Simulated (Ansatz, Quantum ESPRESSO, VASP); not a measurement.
**Code comparison for CdF2 (Fm-3m, 3 atoms in the cell)**

Self-consistent single point.

```
CdF2
1.0
    0.00000     2.69500     2.69500
    2.69500     0.00000     2.69500
    2.69500     2.69500     0.00000
Cd F
1 2
Direct
  0.00000   0.00000   0.00000
  0.25000   0.25000   0.25000
  0.75000   0.75000   0.75000
```

Shared settings, as Ansatz (a quantum-chemistry and plane-wave program) writes them: kpoints.mp_grid.grid = 7 7 7; scf.occupations.method = fermi_dirac; scf.occupations.width = 0.05 eV. Potentials and cutoffs stand in the table.

```tsv
code	model	pressure (GPa)	gap on the mesh (eV)	cutoff
VASP	LDA (PZ), VASP's LDA PAW potentials (set 64)	-14.42	2.873	400 eV
Ansatz	LDA (PW92), default PAW files made with PBE	-6.71	2.866	420 eV
Quantum ESPRESSO	LDA (PZ), GBRV 1.5 ultrasoft (LDA) pseudopotentials	-5.83	2.811	40 Ry
```

Gaps are read on the mesh.

The spread over the programs that give each value: pressure within 8.59 GPa; gap on the mesh within 0.062 eV.

Ansatz's pressure is given at a fixed set of plane waves, as the other plane-wave codes print theirs; with its correction for the finite basis it is -5.81 GPa (the shift of 0.90 GPa shows how far the cutoff is from converged). The same LDA comes in different parametrisations, which differ slightly. In the pressure, VASP (by 7.71) lies more than 1 GPa from the median of the plane-wave programs.

VASP's run is marked for a possible Pulay error in its stress at this cutoff; no cutoff test was made.

The starting cell has typed, rounded lattice constants, without a prior relaxation at this level.

Left out of this page: ABINIT, GPAW, CP2K, Elk, FLEUR and SIESTA (not drawn, or without a comparable value).

Keys are those of Ansatz 0.2.
